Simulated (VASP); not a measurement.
Level of theory: PBE GGA, VASP's PBE PAW potentials (set 64) (plane waves; VASP).

The input files of a VASP run:

### POSCAR
```
Pb
1
   -0.0000000000     2.5098870459     2.5098870459
    2.5098870459     0.0000000000     2.5098870459
    2.5098870459     2.5098870459     0.0000000000
Pb
1
Direct
  0.0000000000   0.0000000000   0.0000000000
```

INCAR:
```
# general
SYSTEM  = Pb
PREC    = Accurate
ENCUT   = 480   # plane-wave cut-off (eV)
LREAL   = F   # projection in real space or not
LASPH   = T

# electronic loop
EDIFF   = 1E-6
NELM    = 100
ALGO    = Normal
LMAXMIX = 4   # l cut-off of mixed one-centre charges

# smearing
ISMEAR  = 1
SIGMA   = 0.1

# functional
GGA     = PE   # PBE

# ions
IBRION  = 2
NSW     = 60   # most ionic steps
ISIF    = 3   # ions, shape and volume
EDIFFG  = -0.01

# output
LWAVE   = F
LCHARG  = F
```

KPOINTS:
```
K-points
0
gamma
11 11 11
0 0 0
```

POTCAR, in this order: Pb (PBE.64 set). Program: vasp_std.

Unless said otherwise, spin-orbit coupling is left out, though it shifts the bands of the heavy elements here.

### Question
Predict the energy per atom (σ→0), band gap (on the k-mesh).

### Answer

The energy per atom (σ→0) comes out as -3.575 eV/atom and the band gap (on the k-mesh) is none (metal, semimetal or under 0.01 eV).

### OSZICAR
```
...
DAV:   3    -0.358289129329E+01   -0.11356E+00   -0.11340E+00   732   0.645E+00
DAV:   4    -0.358324832508E+01   -0.35703E-03   -0.35703E-03   978   0.459E-01
DAV:   5    -0.358324959732E+01   -0.12722E-05   -0.12726E-05   798   0.191E-02    0.436E+00
DAV:   6    -0.357788571923E+01    0.53639E-02   -0.18361E-03   822   0.215E-01    0.268E+00
DAV:   7    -0.357476045827E+01    0.31253E-02   -0.52908E-03   744   0.367E-01    0.191E-01
DAV:   8    -0.357482690660E+01   -0.66448E-04   -0.90848E-05   852   0.675E-02    0.236E-02
DAV:   9    -0.357482708259E+01   -0.17599E-06   -0.16313E-06   852   0.809E-03
   1 F= -.35748271E+01 E0= -.35748291E+01  d E =-.357483E+01
```

The compound is Pb in the fcc structure. It was relaxed first. The start is the result of an earlier pass.
